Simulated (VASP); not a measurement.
ScF3, 4 atoms in the cell. Symmetry: Pm-3m, No. 221, cubic system. Conventional cell: a = 4.012 Å, b = 4.012 Å, c = 4.012 Å, α = 90.00°, β = 90.00°, γ = 90.00°. Sc (site symmetry m-3m) has 6 F at 2.01 Å as nearest neighbours. F (site symmetry 4/mmm) has 2 Sc at 2.01 Å as nearest neighbours. 

```yaml
Program: VASP 6.6.1
Task: relaxation of cell and atoms
Functional: LDA
Potentials_or_basis: VASP PAW LDA potentials, release 64 (Sc_sv, F)
Cutoff: 520 eV
k_mesh: 8 × 8 × 8
Occupations: gaussian, width 0.02 eV
Spin: collinear spin, ferromagnetic start
Starting_moments: "[1, 0, 0, 0] μB"
Further_INCAR_settings: ALGO = Fast; EDIFF = 1e-07; IBRION = 2; EDIFFG = -0.002; NSW = 80; ISIF = 3
```

Potentials or basis: VASP PAW LDA potentials, release 64 (Sc_sv, F).

Launch:

```bash
$ cat potpaw_LDA.64/Sc_sv/POTCAR potpaw_LDA.64/F/POTCAR > POTCAR
$ mpirun -np 1 vasp_std > vasp.out
```

Hardware: 1 thread of Intel(R) Xeon(R) 6975P-C (Granite Rapids), on a shared host.

How long does it take, and how much memory?

Wall time 98 s on 1 thread of Intel(R) Xeon(R) 6975P-C (Granite Rapids) (shared host), peak memory 0.21 GiB. Counts: scf iterations 40, k points 35, ion steps 3.
